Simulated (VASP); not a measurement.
Crystal: InGaO.

```xyz
6
Lattice="4.0775 0.0000 0.0000 -2.0388 3.5312 0.0000 0.0000 0.0000 7.8160" Properties=species:S:1:pos:R:3 pbc="T T T"
In    0.0000    0.0000    0.0000
In    0.0000    0.0000    3.9080
Ga    0.0000    2.3542    0.0000
Ga    2.0388    1.1771    0.0000
O     0.0000    2.3542    3.9080
O     2.0388    1.1771    3.9080
```

The cell was built by a generator and needn't be a form met in nature.

| Item | Value |
| --- | --- |
| Program | VASP 6.6.1 |
| Task | relaxation of cell and atoms |
| Functional | PBE |
| Potentials or basis | VASP PAW PBE potentials, release 64 (In_d, Ga_d, O) |
| Cutoff | 520 eV |
| k mesh | 4 × 4 × 2 |
| Occupations | gaussian, width 0.15 eV |
| Spin | no spin polarisation |

At the start: pressure 23.8 GPa; volume 18.76 Å³/atom.

Q: How do energy, volume and symmetry change on relaxing?

A: Over 16 steps the energy falls by 671.3 meV/atom and the volume is 17.04 Å³/atom (-9.2 %); space group P6/mmm (No. 191, to 0.05 Å).

The path:
```
step  energy change (eV)  largest force (eV/Å)  pressure (GPa)  volume (Å³)
   1              0.0000                0.0000           23.76       112.54
   2             -1.5023                0.0000           -8.01       162.13
   3             -2.3772                0.0000           -0.82       138.43
   4             -2.3765                0.0000           -1.18       138.97
   5             -2.4283                0.0000           -1.30       136.48
   6             -2.6157                0.0000           -1.48       128.98
   7             -3.2609                0.0000           -0.98       113.81
   8             -2.1739                0.0000           28.84        82.88
   9             -3.5683                0.0000           -0.16       108.29
  10             -3.8743                0.0000            6.34        95.65
  11             -3.8943                0.0000            4.61        98.52
  12             -3.9210                0.0000            4.77        98.11
  13             -3.9476                0.0000            4.65        97.14
  14             -3.9710                0.0000            3.69        98.03
  15             -3.9993                0.0000            2.56        99.41
  16             -4.0275                0.0000            0.11       102.23
```

Final structure:
```
CELL_PARAMETERS angstrom
4.70990 0.00000 0.00000
-2.35495 4.07890 0.00000
0.00000 0.00000 5.32116
ATOMIC_POSITIONS crystal
In 0.00000 0.00000 0.00000
In 0.00000 0.00000 0.50000
Ga 0.33333 0.66667 0.00000
Ga 0.66667 0.33333 0.00000
O 0.33333 0.66667 0.50000
O 0.66667 0.33333 0.50000
```

Caveat: the k mesh is coarse (spacing up to 0.44 Å⁻¹), so the values aren't converged.
